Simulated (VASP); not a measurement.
```xyz
4
Lattice="2.1504 -3.7247 0.0000 2.1504 3.7247 0.0000 0.0000 0.0000 7.0130" Properties=species:S:1:pos:R:3 pbc="T T T"
Cd     2.1504    -1.2416     3.5063
Cd     2.1504     1.2416     7.0128
Se     2.1504    -1.2416     6.1436
Se     2.1504     1.2416     2.6371
```

Level of theory: PBEsol GGA, VASP's PBE PAW potentials (set 64) (plane waves; VASP 6.6.1). Run with 480 eV cut-off, 6×6×4 Γ-centred mesh, Gaussian smearing of 0.050 eV, potentials Cd Se.

Question: Predict the energy per atom (σ→0), band gap (on the k-mesh) with the smallest direct gap where there is one.

Answer: 
| Item | Value |
|---|---|
| band gap (on the k-mesh) | 0.54 eV |
| smallest direct gap (on the k-mesh) | 0.54 eV |
| energy per atom (σ→0) | -3.086 eV/atom |

Total energies compare only between runs with the same potentials, cut-off and functional.

The compound is CdSe in the wurtzite structure. It was relaxed first.
